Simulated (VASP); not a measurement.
Consider the following.

```xyz
6
Lattice="1.7461 -3.0244 0.0000 1.7461 3.0244 0.0000 0.0000 0.0000 13.9761" Properties=species:S:1:pos:R:3 pbc="T T T"
Te     1.7461     1.0081    12.2896
Te     1.7461    -1.0081     5.3015
Te     1.7461    -1.0081     1.6866
Te     1.7461     1.0081     8.6747
Mo     1.7461     1.0081     3.4940
Mo     1.7461    -1.0081    10.4821
```

All values below come from PBEsol GGA, VASP's PBE PAW potentials (set 64) (plane waves; VASP). Run with 400 eV cut-off, 8×8×2 Γ-centred mesh, tetrahedra with Blöchl corrections, potentials Te Mo_sv.

The cores are frozen, which limits the accuracy of field gradients. Without a dispersion term in the relaxation, distances and binding between the weakly bound layers, chains or molecules are unreliable, and so is what depends on them.

**Question.** Give the principal components of the electric field gradient (V/Å²) and the asymmetry η at each nucleus.

**Answer.** 
```json
[
 {"atom": "Te1", "Vxx": "88.5", "Vyy": "88.5", "Vzz": "-176.9", "η": "0.00"},
 {"atom": "Te2", "Vxx": "88.5", "Vyy": "88.5", "Vzz": "-176.9", "η": "0.00"},
 {"atom": "Te3", "Vxx": "88.5", "Vyy": "88.5", "Vzz": "-176.9", "η": "0.00"},
 {"atom": "Te4", "Vxx": "88.5", "Vyy": "88.5", "Vzz": "-176.9", "η": "0.00"},
 {"atom": "Mo5", "Vxx": "34.9", "Vyy": "34.9", "Vzz": "-69.9", "η": "0.00"},
 {"atom": "Mo6", "Vxx": "34.9", "Vyy": "34.9", "Vzz": "-69.9", "η": "0.00"}
]
```

The compound is MoTe2 in the 2H layered structure. It was relaxed first.
